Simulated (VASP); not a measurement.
Given:

```
CELL_PARAMETERS angstrom
      0.00000     2.13977     2.13977
      2.13977     0.00000     2.13977
      2.13977     2.13977     0.00000
ATOMIC_POSITIONS crystal
  Na 0.00000 0.00000 0.00000
  F  0.50000 0.50000 0.50000
```

The numbers are results of PBEsol GGA, VASP's PBE PAW potentials (set 64) (plane waves; VASP 6.6.1), not measurements. Run with 620 eV cut-off, 11×11×11 Γ-centred mesh, Gaussian smearing of 0.050 eV, potentials Na_pv F.

**Question.** Predict the energy per atom (σ→0), pressure, band gap (on the k-mesh) with the smallest direct gap where there is one.

**Answer.** 
```
Property                                      Value
-----------------------------------  --------------
band gap (on the k-mesh)                    7.62 eV
smallest direct gap (on the k-mesh)         7.62 eV
energy per atom (σ→0)                -4.249 eV/atom
pressure                                  20.08 GPa
```

The absolute energy has meaning only against runs of the same code, potentials and settings.

The compound is NaF in the rock salt structure. It was relaxed first under an external pressure of 20 GPa.
